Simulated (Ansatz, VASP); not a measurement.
# Sn3Pt in VASP and in Ansatz

INCAR

```
SYSTEM = Sn3Pt
  PREC = Accurate
  ENCUT = 520
  EDIFF = 1E-7
  ISMEAR = 0
  SIGMA = 0.1
  LREAL = .False.
  LASPH = .True.
  NELM = 100
  ALGO = Fast
  ISIF = 2
  LWAVE = .False.
  LCHARG = .True.
  GGA = PE
  LELF = .True.
  LVHAR = .True.
  NBANDS = 34
```

Contents of KPOINTS:

```
regular mesh
0
Gamma
  4 4 4
  0 0 0
```

File POSCAR:

```
Sn3Pt
1.0
    4.4859867342      0.0000000000      0.0000000000
    0.0000000000      4.4859867342      0.0000000000
    0.0000000000      0.0000000000      4.4859867342
Sn Pt
3 1
Direct
    0.0000000000      0.5000000000      0.5000000000
    0.5000000000      0.0000000000      0.5000000000
    0.5000000000      0.5000000000      0.0000000000
    0.0000000000      0.0000000000      0.0000000000
```

Input for Ansatz:

```yaml
crystal:
  lattice:
    - [4.4859867342, 0.0, 0.0]
    - [0.0, 4.4859867342, 0.0]
    - [0.0, 0.0, 4.4859867342]
  atoms:
    - { symbol: Sn, position: [0.0, 0.5, 0.5] }
    - { symbol: Sn, position: [0.5, 0.0, 0.5] }
    - { symbol: Sn, position: [0.5, 0.5, 0.0] }
    - { symbol: Pt, position: [0.0, 0.0, 0.0] }
basis:
  ecutwfc: 420
kpoints:
  mp_grid: { grid: [4, 4, 4] }
hamiltonian:
  xc: pbe
scf:
  occupations: { method: gaussian, width: 0.1 }
  lower_state_search: "off"
output:
  forces: true
  stress: true
  eigenvalues: true
```

Alike in both runs: task single point; functional PBE; k mesh 4 × 4 × 4; occupations gaussian, width 0.1 eV; no spin polarisation.

```csv
,VASP,Ansatz
version,VASP 6.6.1,Ansatz 0.2.0
potentials or method,"VASP PAW PBE potentials, release 64 (Sn_d, Pt)","scalar-relativistic, plane waves, PAW"
plane-wave cutoff (eV),520,420
valence electrons in the cell,52,60
```

```tsv
	VASP	Ansatz	Ansatz less VASP
gap on the k mesh at the Fermi level (eV)	none	none	-
pressure (GPa)	2.4	2.5	+0.08
```

A gap of «none» marks a metal or a gap that the smearing closes. With one functional, cell and mesh, what is left measures potentials, basis and numerics. The two sets of potentials don't hold the same shells in valence.

The runs have no spin-orbit coupling, so splittings on Pt are missing.
